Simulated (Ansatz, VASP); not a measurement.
# Cross-check of Al3Ni2 (Al3Ni2 (P-3m1)) between VASP and Ansatz

Wanted: the spread between two codes on one cell, functional and k mesh. The cell is taken from a series of runs on this material, whose earlier steps may have relaxed, scaled, displaced or heated it; both programs get it as it stands.

Program: Ansatz 0.2.0. Level of theory: plane waves, with VASP 6.6.1 beside it; r2SCAN. Results are calculated unless marked as measured.

## 1. The structure

Symmetry: P-3m1, No. 164, trigonal system. Conventional cell: a = 3.994 Å, b = 3.994 Å, c = 4.881 Å, α = 90.00°, β = 90.00°, γ = 120.00°. Nearest to Al lie 6 Ni at 2.41 Å. Al has 5 Ni at 2.43 to 2.51 Å and 3 Al at 2.72 Å nearest. Nearest to Ni lie 8 Al at 2.41 to 2.51 Å. Farther neighbours are not listed.

## 2. VASP: relaxation of cell and atoms, r2SCAN

The relaxed volume is the usual yardstick between codes: in a stiff, nearly cubic crystal its relative difference is about their pressure difference at one cell divided by the bulk modulus.

Lines of VASP's logs that name or quote its potential files are left out, and so is its time.

Input file INCAR:

```
SYSTEM = Al3Ni2
PREC = Accurate
ENCUT = 660
EDIFF = 1E-07
NELM = 120
ISMEAR = -1
SIGMA = 0.05
LREAL = .FALSE.
ALGO = Normal
METAGGA = R2SCAN
LASPH = .TRUE.
NBANDS = 20
LORBIT = 11
LWAVE = .FALSE.
LCHARG = .FALSE.
ISIF = 3
IBRION = 2
NSW = 80
EDIFFG = -0.005
GGA_COMPAT = .FALSE.
NELMIN = 4
LMIXTAU = .TRUE.
KPAR = 2
```

Input file POSCAR:

```
Al3Ni2
1.0
    3.9941960000      0.0000000000      0.0000000000
   -1.9970980000      3.4590750000      0.0000000000
    0.0000000000      0.0000000000      4.8808620000
Al Ni
3 2
Direct
    1.0000000000      0.0000000000      0.0000000000
    0.3333333333      0.6666666667      0.6480830640
    0.6666666666      0.3333333334      0.3519169360
    0.3333333333      0.6666666667      0.1465720604
    0.6666666666      0.3333333334      0.8534279396
```

Input file KPOINTS:

```
Automatic mesh
0
Gamma
11 11 8
0 0 0
```

PAW data sets: Al and Ni (PBE family, release 64).

Run with:

```
$ mpirun -np 2 vasp_std
```

Numbers of over 12 decimals in the logs are rounded to 6 here.

Output:

```text
[banner, memory and clock lines left out]
running    2 mpi-ranks, on    1 nodes
 distrk:  each k-point on    1 cores,    2 groups
 distr:  one band on    1 cores,    1 groups

 POSCAR found type information on POSCAR AlNi
 POSCAR found :  2 types and       5 ions
|                                                                             |
|               ----> ADVICE to this user running VASP <----                  |
|                                                                             |
|     You enforced a specific xc type in the INCAR file but a different       |
|     [... a line on the potential file left out ...]
|     I HOPE YOU KNOW WHAT YOU ARE DOING!                                     |
|                                                                             |

 LDA part: xc-table for (None), standard interpolation
 POSCAR, INCAR and KPOINTS ok, starting setup
 FFT: planning ... GRIDC
 FFT: planning ... GRID_SOFT
 FFT: planning ... GRID
 WAVECAR not read
 entering main loop
       N       E                     dE             d eps       ncg     rms          rms(c)
DAV:   1     0.136684068081E+03    0.13668E+03   -0.14613E+04  4400   0.184E+03
DAV:   2    -0.448471299780E+02   -0.18153E+03   -0.17446E+03  4412   0.329E+02
DAV:   3    -0.532497983553E+02   -0.84027E+01   -0.81873E+01  5116   0.920E+01
DAV:   4    -0.534365581840E+02   -0.18676E+00   -0.18635E+00  5208   0.119E+01
DAV:   5    -0.534426972776E+02   -0.61391E-02   -0.61386E-02  5304   0.230E+00    0.180E+01
DAV:   6    -0.552706059100E+02   -0.18279E+01   -0.78406E+01  4860   0.167E+02    0.247E+01
DAV:   7    -0.474443689831E+02    0.78262E+01   -0.23641E+01  4956   0.964E+01    0.320E+00
DAV:   8    -0.474140415555E+02    0.30327E-01   -0.28283E+00  6540   0.217E+01    0.326E+00
DAV:   9    -0.473519246466E+02    0.62117E-01   -0.29454E-01  5220   0.962E+00    0.120E+00
DAV:  10    -0.473588954169E+02   -0.69708E-02   -0.41085E-02  5576   0.266E+00    0.754E-01
DAV:  11    -0.473533900873E+02    0.55053E-02   -0.53239E-02  5036   0.425E+00    0.666E-01
DAV:  12    -0.473572824573E+02   -0.38924E-02   -0.32047E-02  5048   0.335E+00    0.114E-01
DAV:  13    -0.473579041417E+02   -0.62168E-03   -0.18369E-03  5224   0.802E-01    0.896E-02
DAV:  14    -0.473579222057E+02   -0.18064E-04   -0.90052E-05  6224   0.140E-01    0.700E-02
DAV:  15    -0.473577917364E+02    0.13047E-03   -0.23178E-04  5696   0.244E-01    0.922E-02
DAV:  16    -0.473579049435E+02   -0.11321E-03   -0.45900E-04  5224   0.379E-01    0.109E-02
DAV:  17    -0.473579119317E+02   -0.69882E-05   -0.27129E-05  6608   0.612E-02    0.342E-03
DAV:  18    -0.473579119718E+02   -0.40115E-07   -0.90363E-07  4924   0.135E-02
   1 F= -.47357912E+02 E0= -.47353046E+02  d E =-.473579E+02
[...]
2 F= -.47359412E+02 E0= -.47354606E+02  d E =-.149969E-02
[...]
3 F= -.47359414E+02 E0= -.47354606E+02  d E =-.150191E-02
 curvature:  -0.48 expect dE=-0.572E-05 dE for cont linesearch -0.623E-10
 trial: gam= 0.00359 g(F)=  0.521E-05 g(S)=  0.663E-05 ort = 0.634E-06 (trialstep = 0.993E+00)
 search vector abs. value=  0.119E-04
 bond charge predicted
       N       E                     dE             d eps       ncg     rms          rms(c)
DAV:   1    -0.473595207713E+02   -0.10693E-03   -0.18374E-03  4924   0.584E-01    0.987E-02
DAV:   2    -0.473597242297E+02   -0.20346E-03   -0.26412E-03  5132   0.958E-01    0.147E-01
DAV:   3    -0.473594173434E+02    0.30689E-03   -0.11465E-03  5104   0.655E-01    0.131E-02
DAV:   4    -0.473594186015E+02   -0.12580E-05   -0.29022E-05  4620   0.378E-02    0.995E-03
DAV:   5    -0.473594178320E+02    0.76946E-06   -0.29109E-06  6008   0.301E-02    0.133E-03
DAV:   6    -0.473594172999E+02    0.53207E-06   -0.35327E-07  4448   0.493E-03    0.881E-04
DAV:   7    -0.473594173551E+02   -0.55125E-07   -0.43876E-08  2332   0.346E-03
   4 F= -.47359417E+02 E0= -.47354616E+02  d E =-.347175E-05
 trial-energy change:   -0.000003  1 .order   -0.000003   -0.000012    0.000006
 step:   0.6978(harm=  0.6487)  dis= 0.00021  next Energy=   -47.359418 (dE=-0.438E-05)
 reached required accuracy - stopping structural energy minimisation
```

From OUTCAR (step 2):

```text
ion  position               nearest neighbor table
   1  0.000  0.000  0.000-   5 2.41   4 2.41   4 2.41   5 2.41   4 2.41   5 2.41   3 2.88   2 2.88
                             2 2.88   3 2.88   2 2.88   3 2.88
   2  0.333  0.667  0.648-   4 2.43   4 2.45   5 2.51   5 2.51   5 2.51   3 2.72   3 2.72   3 2.72
                             1 2.88   1 2.88   1 2.88
   3  0.667  0.333  0.352-   5 2.43   5 2.45   4 2.51   4 2.51   4 2.51   2 2.72   2 2.72   2 2.72
                             1 2.88   1 2.88   1 2.88
   4  0.333  0.667  0.147-   1 2.41   1 2.41   1 2.41   2 2.43   2 2.45   3 2.51   3 2.51   3 2.51
                             5 2.71   5 2.71   5 2.71
   5  0.667  0.333  0.853-   1 2.41   1 2.41   1 2.41   3 2.43   3 2.45   2 2.51   2 2.51   2 2.51
                             4 2.71   4 2.71   4 2.71

  LATTYP: Found a hexagonal cell.
 ALAT       =     3.9941960000
 C/A-ratio  =     1.2219886055

 Subroutine GETGRP returns: Found 12 space group operations
 (whereof 12 operations were pure point group operations)

The static configuration has the point symmetry D_3d.

 Found    110 irreducible k-points:

   k-points           NKPTS =    110   k-points in BZ     NKDIM =    110   number of bands    NBANDS=     20

   dimension x,y,z NGX =    36 NGY =   36 NGZ =   42
   dimension x,y,z NGXF=    72 NGYF=   72 NGZF=   84

   ENCUT  =  660.0 eV  48.51 Ry    6.96 a.u.   8.37  8.37 10.22*2*pi/ulx,y,z

   NELECT =      29.0000    total number of electrons

 k-points in reciprocal lattice and weights: Automatic mesh
   0.00000000  0.00000000  0.00000000       0.001
   0.09090909  0.00000000  0.00000000       0.006
   0.18181818  0.00000000  0.00000000       0.006
   0.27272727  0.00000000  0.00000000       0.006
   0.36363636  0.00000000  0.00000000       0.006
   0.45454545  0.00000000  0.00000000       0.006
   0.09090909  0.09090909  0.00000000       0.006
   0.18181818  0.09090909  0.00000000       0.012
   0.27272727  0.09090909  0.00000000       0.012
[...]
0.27272727  0.27272727  0.50000000       0.006
   0.36363636  0.27272727  0.50000000       0.006

 average (electrostatic) potential at core
       1 -74.2464       2 -74.2537       3 -74.2537       4 -88.2110       5 -88.2110

 E-fermi :   8.4718

 k-point     1 :       0.0000    0.0000    0.0000
  band No.  band energies     occupation
    ...
      9       6.2812      2.00000
     10       6.6727      2.00000
     11       6.7651      2.00000
     12       6.7651      2.00000
     13       7.1508      2.00000
     14       9.7847      0.00000
     15       9.7847      0.00000
     16      11.7799      0.00000
     17      11.7799      0.00000
     18      13.4830      0.00000
    ...

 k-point     2 :       0.0909    0.0000    0.0000
  band No.  band energies     occupation
    ...
      9       6.2574      2.00000
     10       6.6729      2.00000
     11       6.7139      2.00000
     12       6.7576      2.00000
     13       7.1919      2.00000
     14       9.0585      0.00002
     15       9.3510      0.00000
     16      11.6385      0.00000
     17      12.3374      0.00000
     18      14.1064      0.00000
    ...

 k-point     3 :       0.1818    0.0000    0.0000
  band No.  band energies     occupation
    ...
     10       6.5659      2.00000
     11       6.7262      2.00000
     12       6.7699      2.00000
     13       7.2258      2.00000
     14       8.0110      1.99980
     15       8.6003      0.14197
     16      11.3135      0.00000
     17      13.1577      0.00000
     18      13.4063      0.00000
     19      13.7579      0.00000
    ...

  Total        0.0141154      0.0141154      0.0179054      0.0000000     -0.0000000      0.0000000
  in kB        0.3353303      0.3353303      0.4253674      0.0000000     -0.0000000      0.0000000
  external PRESSURE =       0.3653427 kB  Pullay stress =       0.0000000 kB

  energy-cutoff  :      660.00
  volume of cell :       67.44
      direct lattice vectors                 reciprocal lattice vectors
     4.002677576 -0.000000000 -0.000000000     0.249832763  0.144241022  0.000000000
    -2.001338788  3.466420259  0.000000000     0.000000000  0.288482044  0.000000000
     0.000000000 -0.000000000  4.860690980     0.000000000 -0.000000000  0.205732067

 POSITION                                       TOTAL-FORCE (eV/Angst)
 -----------------------------------------------------------------------------------
      0.00000     -0.00000      0.00000        -0.000000      0.000000      0.000000
     -0.00000      2.31095      3.15239         0.000000      0.000000     -0.000542
      2.00134      1.15547      1.70830        -0.000000     -0.000000      0.000542
     -0.00000      2.31095      0.71175        -0.000000      0.000000     -0.001002
      2.00134      1.15547      4.14894         0.000000     -0.000000      0.001002
 -----------------------------------------------------------------------------------
    total drift:                                0.000000     -0.000000      0.000000

  FREE ENERGIE OF THE ION-ELECTRON SYSTEM (eV)
  ---------------------------------------------------
  free  energy   TOTEN  =       -47.3594173551 eV

  energy  without entropy=      -47.3498138667  energy(sigma->0) =      -47.35461561

 reached required accuracy - stopping structural energy minimisation

 total charge
# of ion       s       p       d       tot
------------------------------------------
    1        0.410   0.422   0.000   0.832
    2        0.398   0.416   0.000   0.814
    3        0.398   0.416   0.000   0.814
    4        0.532   0.632   8.450   9.613
    5        0.532   0.632   8.450   9.613
--------------------------------------------------
tot          2.270   2.518  16.899  21.687

[... 3 further parts left out ...]
```

CONTCAR:

```
Al3Ni2
   1.00000000000000
     4.0026775755371089   -0.0000000000000000   -0.0000000000000000
    -2.0013387877685545    3.4664202585820543    0.0000000000000000
     0.0000000000000000   -0.0000000000000000    4.8606909795098154
  Al              Ni
     3     2
Direct
     0.0000000000000000    0.0000000000000000    0.0000000000000000
     0.3333333332999970    0.6666666667000030    0.6485477867442256
     0.6666666666000012    0.3333333333999988    0.3514522132557745
     0.3333333332999970    0.6666666667000030    0.1464292335266198
     0.6666666666000012    0.3333333333999988    0.8535707664733801
```

This run has no spin polarisation, so a moment on Ni, if there is one, isn't seen. Its electron count is odd, so without a moment it is a metal by construction. The run keeps the 12 symmetry operations of its start, so it cannot find a distortion of lower symmetry.

(Part 1 of 2 ends here.)

[Lines on the potential files, build, host, timing and source positions are cut from VASP's logs without a mark.]

[Logs are printed without paths, hosts, clocks, repeated set-up lines and the standing remarks that a program may print on its own settings, such as how far it seeks lower states.]

[Hosts, paths, dates, database ids (printed as entryN), source tags and the programs' standing remarks are cut or masked in the printed files.]
